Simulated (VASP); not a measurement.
Level of theory: optB88-vdW, VASP's PBE PAW potentials (set 64) (plane waves; VASP).

Input for VASP

INCAR:
```
AGGAC = 0.0
ALGO = Normal
EDIFF = 1E-7
EDIFFG = -0.01
ENCUT = 520
GGA = BO
IBRION = 2
ISIF = 4
ISMEAR = 1
LASPH = .TRUE.
LCHARG = .FALSE.
LMAXMIX = 6
LREAL = .FALSE.
LUSE_VDW = .TRUE.
LWAVE = .FALSE.
NELM = 100
NSW = 30
PARAM1 = 0.1833333333
PARAM2 = 0.22
PREC = Accurate
SIGMA = 0.1
SYSTEM = Ho
```

**POSCAR**
```
Ho
1
    1.7496149110    -3.0304219725     0.0000000000
    1.7496149110     3.0304219725     0.0000000000
    0.0000000000     0.0000000000     5.3771195272
Ho
2
Direct
  0.3333330000   0.6666670000   0.2500000000
  0.6666670000   0.3333330000   0.7500000000
```

**KPOINTS**
```
Automatic mesh
0
Gamma
12 12 7
0 0 0
```

POTCAR, in this order: Ho_3 (PBE.64 set). Program: vasp_std.

Question: What will the output report for the number of irreducible k-points (NKPTS), largest plane-wave count, number of space-group operations, FFT grid (NGX, NGY, NGZ)?

Answer: 
```json
{
  "number of irreducible k-points (NKPTS)": "76",
  "largest_plane_wave_count": "1568",
  "number_of_space_group_operations": "24",
  "FFT grid (NGX, NGY, NGZ)": "28 × 28 × 40"
}
```

The compound is Ho in the hcp structure. This cell is one point of a volume scan, at 0.94 of the reference volume. Symmetry was kept, so distortions that lower it aren't found. The 4f electrons are frozen in the core of the lanthanide potential, so 4f levels, which can set the real gap, and their magnetism are missing.
